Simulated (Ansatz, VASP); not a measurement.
# Cross-check of CaO (Lime) between VASP and Ansatz, part 2 of 2

Wanted: the spread between two codes on one cell, functional and k mesh. The cell is taken from a series of runs on this material, whose earlier steps may have relaxed, scaled, displaced or heated it; both programs get it as it stands.

VASP 6.6.1 and Ansatz 0.2.0.

So far: The starting structure; VASP: zone-centre phonons, PBE, pair 1.

**3. Ansatz: zone-centre phonons, PBE, pair 1**

Level of this step: Ansatz beside VASP: Kohn-Sham DFT, plane waves, PBE (Ansatz).

Ansatz runs on its PAW soft_1 files.

The same cell, functional and mesh now go to Ansatz, which takes its cutoff from its data sets.

Input file input.yaml:

```yaml
crystal:
  lattice:
    - [0.0, 2.3320454955, 2.3320454955]
    - [2.3320454955, 0.0, 2.3320454955]
    - [2.3320454955, 2.3320454955, 0.0]
  atoms:
    - { symbol: O, position: [0.5, 0.5, 0.5] }
    - { symbol: Ca, position: [0.0, 0.0, 0.0] }
kpoints:
  mp_grid: { grid: [8, 8, 8] }
hamiltonian:
  xc: pbe
  pseudopotentials: { kind: paw, azcp: { folder: soft_1 } }
scf:
  occupations: { method: fixed }
output:
  eigenvalues: true
phonons:
  method: dfpt
  dielectric: true
  rigid_motions: translations
```

The run is started by

```bash
> ansatz run input.yaml --threads 4 --pin off --max-ram 10240MiB --backend cpu --events-out ev --progress --plain --runs-dir out
```

Numbers of over 12 decimals in the logs are rounded to 6 here.

Log:

```text
Engine: ansatz 0.2.0, aarch64-unknown-linux-gnu
Pseudopotentials: kind: paw
Pseudopotential: O, paw, valence charge 6, recommended cutoff 420 eV (normal), soft_1/O.paw.azcp
Pseudopotential: Ca, paw, valence charge 10, recommended cutoff 420 eV (normal), soft_1/Ca.paw.azcp
Functional definition: PBE
  parameter kappa = 0.804
  parameter beta = 0.066725
  exchange = pbe_x(kappa = kappa, mu = beta*pi^2/3)
  correlation = pbe_c(beta = beta)
Crystal: 2 atoms, lattice volume = 25.365 Å³
Basis set: ecut = 420 eV, 531 PW (Γ), exchange–correlation on 48×48×48 points (8 copies of the dense FFT grid, shifted against one another)
Bands: 12, of which v1, the nominal top of the filled ones, is band 8 counted from 1 (7 counted from 0)
Symmetry: 48 space group operations
k-points: 59 of 512 (irreducible under 8 space group operations, time reversal used)
Non-local potential: O, projectors of the file, l = 0: 2, l = 1: 2, l = 2: 1
Non-local potential: Ca, projectors of the file, l = 0: 3, l = 1: 2, l = 2: 2
PAW form: soft (Blöchl's): semilocal exchange-correlation on the pseudo side does not see the compensation charge
PAW one-centre angular grid: O, 110 points (default); XC on 64 Gauss nodes
PAW one-centre angular grid: Ca, 110 points (default); XC on 64 Gauss nodes
Initial density: superposition of atomic densities (chi_scale 0.1, normalization cell, long waves kept (reshape's long-wave potential 0.00 eV rms))
Initial wavefunctions: pseudopotential atomic-orbital guess
Functional: x = pbe(κ = 0.804, μ = 0.219515), c = pbe(β = 0.066725)
SCF iter   1: F=—  HF=-2388.124546 eV  |F-HF|=—  |Δ(HF+E_count)|=         —  Δρ=9.67e-2  dr2=2.16e0  ethr=3.10e-3  ⟨swp⟩=4.1  Hψ=4153  notcnv=0  defer=6
preconditioner: auto → none  [insulator: Δε(μ)=2.113 eV  Ē_g=18.015 eV  n_scr=8 (ndim 8)  ℏωp=27.6 eV  f_vac=0.000  ε∞_Penn≈3.3]
SCF iter   2: F=—  HF=-2387.899064 eV  |F-HF|=—  |Δ(HF+E_count)|=   2.25e-1  Δρ=7.81e-2  dr2=1.45e0  ethr=3.10e-3  ⟨swp⟩=2.8  Hψ=1960  notcnv=0  defer=92
SCF iter   3: F=—  HF=-2387.587717 eV  |F-HF|=—  |Δ(HF+E_count)|=   3.11e-1  Δρ=1.72e-2  dr2=5.62e-2  ethr=3.10e-3  ⟨swp⟩=2.6  Hψ=1203  notcnv=0  defer=33
SCF iter   4: F=—  HF=-2387.612629 eV  |F-HF|=—  |Δ(HF+E_count)|=   2.49e-2  Δρ=5.10e-3  dr2=4.21e-3  ethr=3.51e-4  ⟨swp⟩=2.9  Hψ=1340  notcnv=0  defer=106
SCF iter   5: F=—  HF=-2387.616869 eV  |F-HF|=—  |Δ(HF+E_count)|=   4.24e-3  Δρ=4.94e-4  dr2=5.35e-5  ethr=2.63e-5  ⟨swp⟩=2.5  Hψ=1079  notcnv=0  defer=113
SCF iter   6: F=—  HF=-2387.616874 eV  |F-HF|=—  |Δ(HF+E_count)|=   4.78e-6  Δρ=8.82e-5  dr2=8.35e-7  ethr=3.34e-7  ⟨swp⟩=2.0  Hψ=1291  notcnv=0  defer=110
SCF iter   7: F=—  HF=-2387.616876 eV  |F-HF|=—  |Δ(HF+E_count)|=   1.71e-6  Δρ=9.42e-6  dr2=1.05e-8  ethr=5.22e-9  ⟨swp⟩=2.9  Hψ=1193  notcnv=0  defer=3
SCF iter   8: F=—  HF=-2387.616876 eV  |F-HF|=—  |Δ(HF+E_count)|=   1.52e-8  Δρ=1.39e-6  dr2=3.23e-10  ethr=6.57e-11  ⟨swp⟩=2.0  Hψ=1148  notcnv=0  defer=3
SCF iter   9: F=-2387.616876 eV  HF=-2387.616876 eV  |F-HF|=2.73e-12  |Δ(HF+E_count)|=  2.77e-10  Δρ=1.36e-7  dr2=4.78e-12  ethr=1.00e-12  ⟨swp⟩=7.4  Hψ=4288  notcnv=0
SCF 1 converged in 9 iterations: F = -2387.616876 eV  dr2 = 4.78e-12
  greatest PAW one-centre occupation: 0.995 electrons in one spin orbital (limit 2), on the Ca atom at site 1 (counted from 0), in its partial waves of l = 0
DFPT response loops at Γ: preconditioner auto → none (the input reference at scf.mixing.eps_inf says where Resta's filter doesn't serve); β = 0.50; Broyden in place of MSR1
SCF converged after 9 iterations
Free energy (F): -2387.616876 eV
Harris-Foulkes:  -2387.616876 eV  (|F-HF|=2.73e-12)
Internal energy: -2387.616876 eV  (E = F + TS)
E sigma→0 (E₀):  -2387.616876 eV
Fermi energy:    8.748393 eV
--- Per-component energies (eV) ---
  E_band       = -81.909825
  E_kinetic    = 428.909260
  E_local      = -844.587581  (includes V_loc(G=0)·N_el)
  E_nonlocal   = 142.927219
  E_hartree    = 280.410868
  E_xc         = -202.676454
  E_vxc        = -254.408233  (∫ρ·V_xc dr)
  E_paw        = -1028.195629  (= ΣΔE_a)
  E_vpaw       = -115.573009  (= ΣTr[D̂ρ^β])
  E_aug_tail   = 0.000778  (compensation charges beyond the density's cutoff)
  E_ewald      = -1164.405338
  E_smearing   = -0.000000  (= −TS)
  E_closure    = -0.000000  (closes the sum)
  Σ components = -2387.616876   (vs F -2387.616876, Δ=0.00e0)
--- Band table (eV; the first three rows and the last of 59) ---
  k-point 0: bands = [... 4 lower, -6.9403, 8.7484, 8.7484, 8.7484, 14.2569, 15.1979, 15.1979, 15.1979]
  k-point 1: bands = [... 4 lower, -6.6039, 8.1895, 8.5026, 8.5026, 14.9400, 15.1792, 15.4917, 15.4917]
  k-point 2: bands = [... 4 lower, -5.9959, 7.1149, 7.9817, 7.9817, 15.2799, 16.2657, 16.2657, 16.4487]
  k-point 58: bands = [... 4 lower, -6.1279, 7.3214, 7.7029, 7.7029, 15.3431, 15.3431, 17.7820, 18.9071]
--- Phonons (Γ-DFPT): 2 representative perturbations + reference, on 59 of 512 k-points (Σ response iterations 7) ---
  k mesh reduced under 8 symmetry operations, with k and −k counted as one. Each operation leaves every solved perturbation unchanged. A smaller set is not considered because the run solves the response to a homogeneous field
  ASR residual: 6.142e-5 → 0.000e0 eV/Å²; symmetrization residual: 3.709e-7 eV/Å²
  ASR residual per site (eV/Å²): 6.14e-5 1.31e-5
  Γ frequencies (cm⁻¹): 0.00 0.00 0.00 329.87 329.87 329.87
  ε∞ (high-frequency dielectric tensor):
        3.839740    -0.000000     0.000000
        0.000000     3.839740    -0.000000
       -0.000000     0.000000     3.839740
  ε⁰ (static dielectric tensor: ions relaxed, cell fixed):
       12.746786    -0.000000    -0.000000
       -0.000000    12.746786    -0.000000
       -0.000000    -0.000000    12.746786
  ε⁰ − ε∞ (ionic part):
        8.907047    -0.000000    -0.000000
       -0.000000     8.907047    -0.000000
       -0.000000    -0.000000     8.907047
  softest optical mode at Γ: 329.87 cm⁻¹; the repairs (sum rule, projections) moved no ω² at Γ by more than (1.04 cm⁻¹)²
  Born effective charges Z* (e; rows j = field, columns β = displacement):
    site 0:
        -2.39019   -0.00000    0.00000
         0.00000   -2.39019   -0.00000
         0.00000   -0.00000   -2.39019
    site 1:
         2.39019    0.00000   -0.00000
        -0.00000    2.39019    0.00000
         0.00000    0.00000    2.39019
  Z* charge neutrality: 3.878e-6 e pre-enforcement
  k-mesh period / interband length: 26.4 Å / 1.29 Å = 20.47 at k = (0.0000, 0.0000, 0.0000), direct gap 5.508 eV — 14 or more, which is no proof of convergence
  optical modes at Γ without the LO–TO term, one row a degenerate level:
      ω (cm⁻¹)  modes    IR ((D/Å)²/amu)
        329.87      3            34.5806
  optical modes at Γ + LO–TO along q̂ = [1.0000, 0.0000, 0.0000]:
      ω (cm⁻¹)  modes    IR ((D/Å)²/amu)
        329.87      2            23.0538
        601.03      1            11.5269
  optical modes at Γ + LO–TO along q̂ = [0.0000, 1.0000, 0.0000]:
      ω (cm⁻¹)  modes    IR ((D/Å)²/amu)
        329.87      2            23.0538
        601.03      1            11.5269
  optical modes at Γ + LO–TO along q̂ = [0.0000, 0.0000, 1.0000]:
      ω (cm⁻¹)  modes    IR ((D/Å)²/amu)
        329.87      2            23.0538
        601.03      1            11.5269
```

Reading the cycles: dr2 is the Hartree energy of the density residual (eV), the measure of convergence; HF is the Harris–Foulkes estimate of the energy, which meets the free energy F at convergence.

**4. Comparison**

Known differences besides the potentials themselves: fixed occupations in Ansatz, narrow Gaussian smearing in VASP; the cutoff is 420 eV in Ansatz and 600 eV in VASP. Total energies have different zeros and are not compared.

The two programs side by side:

```
                                     quantity  Ansatz   VASP  difference
                                        ε∞ xx    3.84   3.84     -0.01 %
                                        ε∞ yy    3.84   3.84     -0.01 %
                                        ε∞ zz    3.84   3.84     -0.01 %
 Born charge of O1 (mean of the diagonal) (e)   -2.39  -2.39        0.00
Born charge of Ca2 (mean of the diagonal) (e)    2.39   2.39        0.00
                   optical mode 1 to 3 (cm⁻¹)   329.9  337.4     -2.23 %
```

Modes are paired by rising frequency, not by their patterns, so a pair may set unlike modes beside each other; they are those without the splitting of longitudinal modes.

**5. VASP: zone-centre phonons, PBE, pair 2**

Second derivatives magnify differences that forces hide, and they need a tight electronic threshold. The cell compared in this pair holds 25.93 Å³, against 25.37 Å³ for the pair before.

Input file INCAR:

```
SYSTEM = CaO
PREC = Accurate
ENCUT = 600
EDIFF = 1E-08
NELM = 120
ISMEAR = 0
SIGMA = 0.01
LREAL = .FALSE.
ALGO = Normal
GGA = PE
NBANDS = 14
LORBIT = 11
LWAVE = .FALSE.
LCHARG = .FALSE.
ISIF = 2
IBRION = 8
LEPSILON = .TRUE.
LASPH = .TRUE.
GGA_COMPAT = .FALSE.
EFERMI = MIDGAP
KPAR = 2
```

Input file POSCAR:

```
CaO
1.0
    0.0000000000      2.3491935047      2.3491935047
    2.3491935047      0.0000000000      2.3491935047
    2.3491935047      2.3491935047      0.0000000000
O Ca
1 1
Direct
    0.5000000000      0.5000000000      0.5000000000
    0.0000000000      0.0000000000      0.0000000000
```

Input file KPOINTS:

```
Automatic mesh
0
Gamma
8 8 8
0 0 0
```

The projector-augmented-wave data sets are O and Ca_sv (PBE family, release 64).

The run is started by

```bash
> mpirun -np 2 vasp_std
```

Log:

```text
[... set-up lines as in an earlier step ...]
 entering main loop
       N       E                     dE             d eps       ncg     rms          rms(c)
DAV:   1     0.138005130045E+03    0.13801E+03   -0.94414E+03   812   0.132E+03
DAV:   2    -0.825468050788E+01   -0.14626E+03   -0.13543E+03  1022   0.326E+02
DAV:   3    -0.142321513810E+02   -0.59775E+01   -0.59382E+01   914   0.692E+01
DAV:   4    -0.144523313095E+02   -0.22018E+00   -0.21996E+00  1202   0.108E+01
[...]
DAV:  13    -0.127272266842E+02    0.23698E-06   -0.11340E-06  1086   0.940E-03    0.948E-04
DAV:  14    -0.127272266416E+02    0.42603E-07   -0.65666E-08   896   0.329E-03    0.166E-04
DAV:  15    -0.127272266352E+02    0.63469E-08   -0.36832E-09   466   0.569E-04
   1 F= -.12727227E+02 E0= -.12727227E+02  d E =0.000000E+00
 Linear response reoptimize wavefunctions to high precision
DAV:   1    -0.127272266344E+02    0.81764E-09   -0.13592E-09   802   0.202E-04
DAV:   2    -0.127272266344E+02    0.50022E-11   -0.64029E-11   424   0.535E-05
 Linear response G [H, r] |phi>, progress :
  Direction:   1
[...]
RMM:  18    -0.364933479794E+00   -0.27208E-08   -0.92357E-09  2637   0.328E-06    0.460E-07
 first order change of Fermi-energy   0.13394E-03
 force on displaced ion       1 direction 1 :  -4.359   0.000   0.000
 Born effective charge ion    1 direction 1 :  -2.382   0.000   0.000
 Linear response progress:
  Degree of freedom:   2/  2
       N       E                     dE             d eps       ncg     rms          rms(c)
RMM:   1    -0.442401325563E+00   -0.44240E+00    0.64497E-01  1864   0.113E+01
RMM:   2    -0.389434834759E+00    0.52966E-01   -0.62090E-02  2575   0.247E+00    0.182E-01
RMM:   3    -0.390481322320E+00   -0.10465E-02   -0.18204E-02  3342   0.735E-01    0.127E-01
RMM:   4    -0.391207746118E+00   -0.72642E-03   -0.37549E-03  3659   0.304E-01    0.734E-02
[...]
RMM:  30    -0.391398918359E+00   -0.22480E-07    0.11194E-06  3289   0.329E-04    0.683E-05
RMM:  31    -0.391398925034E+00   -0.66756E-08    0.10178E-06  2076   0.299E-04    0.727E-05
RMM:  32    -0.391398942787E+00   -0.17753E-07    0.10029E-06  3104   0.274E-04    0.755E-05
 first order change of Fermi-energy  -0.48735E-03
 force on displaced ion       2 direction 1 :  -4.364   0.000   0.000
 Born effective charge ion    2 direction 1 :   2.381   0.000   0.000
 Born effective charges drift removed
 Linear response finished
```

OUTCAR, selected parts (step 5):

```text
  Total        1.8156527      1.8156527      1.8156527      0.0000000      0.0000000     -0.0000000
  in kB      112.1907375    112.1907375    112.1907375      0.0000000      0.0000000     -0.0000000
  external PRESSURE =     112.1907375 kB  Pullay stress =       0.0000000 kB

 POSITION                                       TOTAL-FORCE (eV/Angst)
 -----------------------------------------------------------------------------------
      2.34919      2.34919      2.34919         0.000000     -0.000000     -0.000000
      0.00000      0.00000      0.00000        -0.000000      0.000000      0.000000
 -----------------------------------------------------------------------------------
    total drift:                                0.000000      0.000000      0.000000

 MACROSCOPIC STATIC DIELECTRIC TENSOR (including local field effects in DFT)
 ------------------------------------------------------
           3.824808     0.000000     0.000000
          -0.000000     3.824808     0.000000
           0.000000    -0.000000     3.824808
 ------------------------------------------------------

 MACROSCOPIC STATIC DIELECTRIC TENSOR IONIC CONTRIBUTION
 ------------------------------------------------------
           9.076880    -0.000000    -0.000000
          -0.000000     9.076880     0.000000
          -0.000000     0.000000     9.076880
 ------------------------------------------------------

[... 1 part as in an earlier step ...]

[... 1 further part left out ...]
```

**6. Ansatz: zone-centre phonons, PBE, pair 2**

The same cell, functional and mesh now go to Ansatz, which takes its cutoff from its data sets.

The cell is taken from a series of runs on this material, whose earlier steps may have relaxed, scaled, displaced or heated it; both programs get it as it stands.

input.yaml, the sections that differ from step 3:

```yaml
crystal:
  lattice:
    - [0.0, 2.3491935047, 2.3491935047]
    - [2.3491935047, 0.0, 2.3491935047]
    - [2.3491935047, 2.3491935047, 0.0]
  atoms:
    - { symbol: O, position: [0.5, 0.5, 0.5] }
    - { symbol: Ca, position: [0.0, 0.0, 0.0] }
# kpoints, hamiltonian, scf, output, phonons: as in step 3
```

The run is started by

```bash
> ansatz run input.yaml --threads 4 --pin off --max-ram 10240MiB --backend cpu --events-out ev --progress --plain --runs-dir out
```

Log:

```text
[...]
Crystal: 2 atoms, lattice volume = 25.929 Å³
Basis set: ecut = 420 eV, 531 PW (Γ), exchange–correlation on 48×48×48 points (8 copies of the dense FFT grid, shifted against one another)
Bands: 12, of which v1, the nominal top of the filled ones, is band 8 counted from 1 (7 counted from 0)
Symmetry: 48 space group operations
k-points: 59 of 512 (irreducible under 8 space group operations, time reversal used)
[...]
optical modes at Γ + LO–TO along q̂ = [1.0000, 0.0000, 0.0000]:
      ω (cm⁻¹)  modes    IR ((D/Å)²/amu)
[...]
optical modes at Γ + LO–TO along q̂ = [0.0000, 1.0000, 0.0000]:
      ω (cm⁻¹)  modes    IR ((D/Å)²/amu)
        314.32      2            22.8727
        587.15      1            11.4363
  optical modes at Γ + LO–TO along q̂ = [0.0000, 0.0000, 1.0000]:
      ω (cm⁻¹)  modes    IR ((D/Å)²/amu)
        314.32      2            22.8727
        587.15      1            11.4363
[key lines of the parts left out:]
SCF converged after 9 iterations
Free energy (F): -2387.659880 eV
Fermi energy:    8.483843 eV
```

**7. Differences**

Both answers:

```
                                     quantity  Ansatz   VASP  difference
                                        ε∞ xx    3.82   3.82     +0.00 %
                                        ε∞ yy    3.82   3.82     +0.00 %
                                        ε∞ zz    3.82   3.82     +0.00 %
 Born charge of O1 (mean of the diagonal) (e)   -2.38  -2.38        0.00
Born charge of Ca2 (mean of the diagonal) (e)    2.38   2.38        0.00
                   optical mode 1 to 3 (cm⁻¹)   314.3  322.0     -2.39 %
```

Modes are paired by rising frequency, not by their patterns, so a pair may set unlike modes beside each other; they are those without the splitting of longitudinal modes.

**8. Results**

- r.m.s. difference of the optical zone-centre modes, each program's sorted by frequency (zone-centre phonons, PBE, pair 1): 7.5 cm⁻¹
- difference in optical mode 1 to 3 (zone-centre phonons, PBE, pair 1): -2.2 %
- r.m.s. difference of the optical zone-centre modes, each program's sorted by frequency (zone-centre phonons, PBE, pair 2): 7.7 cm⁻¹
- difference in optical mode 1 to 3 (zone-centre phonons, PBE, pair 2): -2.4 %

The r.m.s. difference of the optical zone-centre modes, each program's sorted by frequency is 7.5 cm⁻¹ (zone-centre phonons, PBE, pair 1). Among the rows given in per cent, the largest difference of the zone-centre phonons, PBE, pair 1 pair is in optical mode 1 to 3, -2.2 %. Among the rows given in per cent, the largest difference of the zone-centre phonons, PBE, pair 2 pair is in optical mode 1 to 3, -2.4 %. Such differences can come from data sets, numerical settings and the points named under the comparisons, not from the functional's error against experiment.

[Lines on the potential files, build, host, timing and source positions are cut from VASP's logs without a mark.]

[Logs are printed without paths, hosts, clocks, repeated set-up lines and the standing remarks that a program may print on its own settings, such as how far it seeks lower states.]

[Hosts, paths, dates, database ids (printed as entryN), source tags and the programs' standing remarks are cut or masked in the printed files.]
